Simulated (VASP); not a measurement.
Calculation: PBEsol GGA, VASP's PBE PAW potentials (set 64) (plane waves; VASP).

A VASP calculation is set up with these files.

### INCAR
```
# general
SYSTEM   = InP
PREC     = Accurate
ENCUT    = 400
LREAL    = .FALSE.
LASPH    = .TRUE.

# electronic loop
EDIFF    = 1E-8
NELM     = 100
ALGO     = Normal
LMAXMIX  = 4

# smearing
ISMEAR   = 0
SIGMA    = 0.01

# functional
GGA      = PS

# ions
IBRION   = 8
NSW      = 1

# output
LWAVE    = .FALSE.
LCHARG   = .FALSE.

# other
LEPSILON = .TRUE.
```

### KPOINTS
```
Automatic mesh
0
Gamma
  8 8 8
```

### POSCAR
```
InP
1
    0.0000000000     2.9387746877     2.9387746877
    2.9387746877     0.0000000000     2.9387746877
    2.9387746877     2.9387746877     0.0000000000
In P
1 1
Direct
  0.0000000000   0.0000000000   0.0000000000
  0.2500000000   0.2500000000   0.2500000000
```

POTCAR, in this order: In_d P (PBE.64 set). Program: vasp_std.

Output of the run:

OUTCAR:
```


 HEAD OF MICROSCOPIC STATIC DIELECTRIC TENSOR (INDEPENDENT PARTICLE, excluding Hartree and local field effects)
 ------------------------------------------------------
          19.168071     0.000000     0.000000
          -0.000000    19.168071     0.000000
           0.000000    -0.000000    19.168071
 ------------------------------------------------------

 MACROSCOPIC STATIC DIELECTRIC TENSOR (including local field effects in DFT)
 ------------------------------------------------------
          18.669082    -0.000000     0.000000
           0.000000    18.669082     0.000000
          -0.000000     0.000000    18.669082
 ------------------------------------------------------

 PIEZOELECTRIC TENSOR (including local field effects)  for field in x, y, z        (e  Angst)
          XX          YY          ZZ          XY          YZ          ZX
  --------------------------------------------------------------------------------
  x    -0.00000     0.00000    -0.00000     0.00000    -2.83815     0.00000
  y    -0.00000    -0.00000    -0.00000     0.00000     0.00000    -2.83815
  z     0.00000     0.00000    -0.00000    -2.83815     0.00000     0.00000

 PIEZOELECTRIC TENSOR (including local field effects)  for field in x, y, z        (C/m^2)
          XX          YY          ZZ          XY          YZ          ZX
  --------------------------------------------------------------------------------
  x    -0.00000     0.00000    -0.00000     0.00000    -0.89581     0.00000
  y    -0.00000    -0.00000    -0.00000     0.00000     0.00000    -0.89581
  z     0.00000     0.00000    -0.00000    -0.89581     0.00000     0.00000

 BORN EFFECTIVE CHARGES (including local field effects) (in |e|, cummulative output)
 ---------------------------------------------------------------------------------
 ion    1
    1     2.65765    -0.00000    -0.00000
    2     0.00000     2.65765    -0.00000
    3     0.00000     0.00000     2.65765
 ion    2
    1    -2.65765     0.00000     0.00000
    2     0.00000    -2.65765     0.00000
    3    -0.00000    -0.00000    -2.65765
```
(Selected blocks of OUTCAR.)

The dielectric response may not be converged in the k-mesh; for small gaps it tends to come out too large.

The compound is InP in the zinc blende structure. It was relaxed first.
